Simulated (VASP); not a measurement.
Input:

```
TaGe
1.0
   -1.72152     1.72152     5.90058
    1.72152    -1.72152     5.90058
    1.72152     1.72152    -5.90058
Ta Ge
2 2
Direct
  0.75056   0.75056   0.00000
  0.50056   0.00056   0.50000
  0.16544   0.16544   0.00000
  0.91544   0.41544   0.50000
```

Method: PBEsol GGA, VASP's PBE PAW potentials (set 64) (plane waves; VASP). Numerical set-up: 400 eV cut-off, Gaussian smearing of 0.050 eV, potentials Ta_pv Ge_d.

### Question
Give the energies of bands 19 to 29 at the high-symmetry points, in eV from the Fermi level.

### Answer

| band | Γ | X | P | N | M | S | R |
|---|---|---|---|---|---|---|---|
| 19 | -5.23 | -3.87 | -3.91 | -5.52 | -2.71 | -5.64 | -3.92 |
| 20 | -1.80 | -3.87 | -3.91 | -4.43 | -2.71 | -4.21 | -3.92 |
| 21 | -1.37 | -3.21 | -3.12 | -2.01 | -1.71 | -1.85 | -3.15 |
| 22 | -0.91 | -3.21 | -3.12 | -1.52 | -1.71 | -1.50 | -3.15 |
| 23 | -0.61 | -1.30 | -1.39 | -0.82 | -1.25 | -1.07 | -1.27 |
| 24 | -0.61 | -1.30 | -1.39 | -0.62 | -1.25 | -0.59 | -1.27 |
| 25 | 0.08 | -0.11 | -0.05 | -0.56 | 1.63 | -0.57 | -0.14 |
| 26 | 0.08 | -0.11 | -0.05 | 1.14 | 1.63 | 0.90 | -0.14 |
| 27 | 2.01 | 3.77 | 3.77 | 1.47 | 2.27 | 1.67 | 3.59 |
| 28 | 2.56 | 3.77 | 3.77 | 2.33 | 2.27 | 2.60 | 3.59 |
| 29 | 3.26 | 3.94 | 3.92 | 3.46 | 3.08 | 3.29 | 3.96 |

It has no gap at this level: it comes out as a metal or semimetal.

The structure was generated: TaGe was put into the NbAs type (I4_1md), which need not be its known phase. It was relaxed first.
